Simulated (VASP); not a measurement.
Output of a VASP run:

File OSZICAR:
```
...
DAV:   7    -0.215543698995E+01    0.41280E-01   -0.91330E-02   912   0.177E+00    0.141E-01
DAV:   8    -0.215653554524E+01   -0.10986E-02   -0.37960E-03   778   0.590E-01    0.517E-02
DAV:   9    -0.215670689341E+01   -0.17135E-03   -0.19498E-04   782   0.105E-01    0.131E-02
DAV:  10    -0.215670723069E+01   -0.33728E-06   -0.11663E-05   930   0.757E-02    0.349E-03
DAV:  11    -0.215670831765E+01   -0.10870E-05   -0.10673E-06   566   0.960E-03    0.167E-03
DAV:  12    -0.215670842832E+01   -0.11067E-06   -0.25972E-07   382   0.109E-02
   1 F= -.21567084E+01 E0= -.21565959E+01  d E =-.215671E+01
       N       E                     dE             d eps       ncg     rms          rms(c)
DAV:   1    -0.344437933428E+01   -0.12877E+01   -0.19742E+01   954   0.100E+02    0.646E+00
DAV:   2    -0.250237746236E+01    0.94200E+00   -0.12593E+00   932   0.219E+01    0.330E+00
DAV:   3    -0.219556666904E+01    0.30681E+00   -0.60047E-01   940   0.138E+01    0.593E-01
DAV:   4    -0.217560924616E+01    0.19957E-01   -0.48740E-02   902   0.446E+00    0.230E-01
DAV:   5    -0.217502864439E+01    0.58060E-03   -0.16999E-03   892   0.485E-01    0.115E-01
DAV:   6    -0.217501936854E+01    0.92759E-05   -0.20791E-04   884   0.298E-01    0.384E-03
DAV:   7    -0.217501916468E+01    0.20386E-06   -0.13985E-05   986   0.628E-02    0.164E-03
DAV:   8    -0.217501906780E+01    0.96873E-07   -0.15825E-06   442   0.254E-02
   2 F= -.21750191E+01 E0= -.21747332E+01  d E =-.183106E-01
       N       E                     dE             d eps       ncg     rms          rms(c)
DAV:   1    -0.226822284295E+01   -0.93204E-01   -0.12691E+00   954   0.225E+01    0.177E+00
DAV:   2    -0.220023123935E+01    0.67992E-01   -0.98532E-02   936   0.649E+00    0.878E-01
DAV:   3    -0.217893654198E+01    0.21295E-01   -0.35593E-02   938   0.342E+00    0.198E-01
DAV:   4    -0.217743787074E+01    0.14987E-02   -0.39443E-03   914   0.129E+00    0.428E-02
DAV:   5    -0.217741200965E+01    0.25861E-04   -0.23107E-04   832   0.285E-01    0.269E-02
DAV:   6    -0.217741324391E+01   -0.12343E-05   -0.15481E-05   888   0.789E-02    0.138E-03
DAV:   7    -0.217741356588E+01   -0.32197E-06   -0.74698E-07   400   0.158E-02
   3 F= -.21774136E+01 E0= -.21771256E+01  d E =-.207051E-01
       N       E                     dE             d eps       ncg     rms          rms(c)
DAV:   1    -0.217895845728E+01   -0.15452E-02   -0.22651E-02   952   0.308E+00    0.234E-01
DAV:   2    -0.217776015815E+01    0.11983E-02   -0.16971E-03   932   0.843E-01    0.117E-01
DAV:   3    -0.217738236347E+01    0.37779E-03   -0.64993E-04   940   0.462E-01    0.254E-02
DAV:   4    -0.217735866871E+01    0.23695E-04   -0.73168E-05   922   0.177E-01    0.553E-03
DAV:   5    -0.217735803139E+01    0.63731E-06   -0.48456E-06   724   0.421E-02
   4 F= -.21773580E+01 E0= -.21770788E+01  d E =-.206496E-01
       N       E                     dE             d eps       ncg     rms          rms(c)
DAV:   1    -0.217795379616E+01   -0.59513E-03   -0.77977E-03   954   0.181E+00    0.137E-01
DAV:   2    -0.217754303480E+01    0.41076E-03   -0.58365E-04   934   0.493E-01    0.685E-02
DAV:   3    -0.217741220437E+01    0.13083E-03   -0.22561E-04   940   0.272E-01    0.147E-02
DAV:   4    -0.217740143275E+01    0.10772E-04   -0.25025E-05   914   0.104E-01    0.325E-03
DAV:   5    -0.217740142836E+01    0.43892E-08   -0.14822E-06   372   0.245E-02
   5 F= -.21774014E+01 E0= -.21771168E+01  d E =-.206930E-01
```

OUTCAR:
```
------------------------ aborting loop because EDIFF is reached ----------------------------------------
  FORCE on cell =-STRESS in cart. coord.  units (eV):
  Direction    XX          YY          ZZ          XY          YZ          ZX
  --------------------------------------------------------------------------------------
  Total       -0.0060325     -0.0060325     -0.0060325      0.0000000     -0.0000000     -0.0000000
  in kB       -0.2037632     -0.2037632     -0.2037632      0.0000000     -0.0000000     -0.0000000
  external PRESSURE =      -0.2037632 kB  Pullay stress =       0.0000000 kB
  volume of cell :       47.43
      direct lattice vectors                 reciprocal lattice vectors
    -0.000000000  2.873092442  2.873092442    -0.174028511  0.174028511  0.174028511
     2.873092442 -0.000000000  2.873092442     0.174028511 -0.174028511  0.174028511
     2.873092442  2.873092442 -0.000000000     0.174028511  0.174028511 -0.174028511
 POSITION                                       TOTAL-FORCE (eV/Angst)
 -----------------------------------------------------------------------------------
      0.00000      0.00000      0.00000        -0.000000      0.000000     -0.000000
      1.43655      1.43655      1.43655         0.000000     -0.000000      0.000000
 -----------------------------------------------------------------------------------
    total drift:                                0.000000     -0.000000      0.000000
  FREE ENERGIE OF THE ION-ELECTRON SYSTEM (eV)
  ---------------------------------------------------
  free  energy   TOTEN  =        -2.1774014284 eV

  energy  without entropy=       -2.1768321310  energy(sigma->0) =       -2.17711678

 reached required accuracy - stopping structural energy minimisation
```
(Selected blocks of OUTCAR.)

File POSCAR:
```
Ge
1
    0.0000000000     2.8290000000     2.8290000000
    2.8290000000     0.0000000000     2.8290000000
    2.8290000000     2.8290000000     0.0000000000
Ge
2
Direct
  0.0000000000   0.0000000000   0.0000000000
  0.2500000000   0.2500000000   0.2500000000
```

Q: Reconstruct the remaining input files.

A: Several could match; the one computed here: the input of the run itself, optB88-vdW, plane waves, VASP's PBE PAW potentials (set 64).

**INCAR**
```
SYSTEM = Ge
PREC = Accurate; ENCUT = 520; LREAL = .FALSE.
LASPH = .TRUE.
EDIFF = 1E-6; NELM = 100; ALGO = Normal
LMAXMIX = 4
ISMEAR = 0; SIGMA = 0.05
GGA = BO; LUSE_VDW = .TRUE.; AGGAC = 0.0
PARAM1 = 0.1833333333; PARAM2 = 0.22
IBRION = 2; NSW = 60; ISIF = 3
EDIFFG = -0.01
LWAVE = .FALSE.; LCHARG = .FALSE.
```

KPOINTS:
```
Automatic
0
G
  7 7 7
```

POTCAR, in this order: Ge_d (PBE.64 set). Program: vasp_std.

Energy and stress use the plane-wave basis of the starting cell.

The compound is Ge in the diamond structure. This run relaxes it. Symmetry was kept, so distortions that lower it aren't found.
